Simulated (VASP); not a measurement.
Crystal: Ti4AlC3.

```
Ti Al C
1.0
     3.06000    0.00000    0.00000
    -1.53000    2.65004    0.00000
     0.00000    0.00000   23.61000
Ti Al C
8 2 6
Cartesian
  0.0000 1.7667 1.3222
  1.5300 0.8833 22.2878
  1.5300 0.8833 13.1272
  0.0000 1.7667 10.4828
  0.0000 0.0000 3.5887
  0.0000 0.0000 20.0213
  0.0000 0.0000 15.3937
  0.0000 0.0000 8.2163
  0.0000 1.7667 5.9025
  1.5300 0.8833 17.7075
  0.0000 0.0000 0.0000
  0.0000 0.0000 11.8050
  1.5300 0.8833 2.6113
  0.0000 1.7667 20.9987
  0.0000 1.7667 14.4163
  1.5300 0.8833 9.1937
```

The cell comes from a database or a generator and needn't be the stable form of this composition.

```yaml
Program: VASP 6.6.1
Task: relaxation of cell and atoms
Functional: PBE
Dispersion: D3(BJ)
Potentials_or_basis: VASP PAW PBE potentials, release 64 (Ti_sv, Al, C)
Cutoff: 600 eV
k_mesh: 12 × 12 × 2
Occupations: gaussian, width 0.03 eV
Spin: no spin polarisation
```

At the start: pressure -1.2 GPa; volume 11.97 Å³/atom.

**Question.** Where does the relaxation end?

**Answer.** Over 15 steps the energy falls by 65.3 meV/atom and the volume is 11.73 Å³/atom (-2.0 %); space group P6_3/mmc (No. 194, to 0.05 Å).

Step by step:
```tsv
step	energy change (eV)	largest force (eV/Å)	pressure (GPa)	volume (Å³)
1	0.0000	3.1981	-1.23	191.46
2	-0.8087	1.6002	-2.20	188.91
3	-1.0046	0.2546	-2.60	189.67
4	-1.0130	0.1757	3.03	184.69
5	-1.0331	0.2142	0.39	186.94
6	-1.0395	0.0744	0.16	187.13
7	-1.0399	0.0964	0.10	187.19
8	-1.0427	0.0758	-0.05	187.43
9	-1.0440	0.0798	-0.32	187.90
10	-1.0442	0.0677	-0.27	187.78
11	-1.0440	0.0673	0.45	187.33
12	-1.0448	0.0223	0.06	187.58
13	-1.0448	0.0212	0.07	187.57
14	-1.0448	0.0184	0.00	187.69
15	-1.0449	0.0007	-0.01	187.63
```

Final structure:
```
CELL_PARAMETERS angstrom
3.04913 0.00000 0.00000
-1.52457 2.64063 0.00000
0.00000 0.00000 23.30344
ATOMIC_POSITIONS crystal
Ti 0.33333 0.66667 0.05112
Ti 0.66667 0.33333 0.94888
Ti 0.66667 0.33333 0.55112
Ti 0.33333 0.66667 0.44888
Ti 0.00000 0.00000 0.15380
Ti 0.00000 0.00000 0.84620
Ti 0.00000 0.00000 0.65380
Ti 0.00000 0.00000 0.34620
Al 0.33333 0.66667 0.25000
Al 0.66667 0.33333 0.75000
C 0.00000 0.00000 0.00000
C 0.00000 0.00000 0.50000
C 0.66667 0.33333 0.10821
C 0.33333 0.66667 0.89179
C 0.33333 0.66667 0.60821
C 0.66667 0.33333 0.39179
```

Caveat: pairwise dispersion overbinds metals, which lowers pressure and volume.
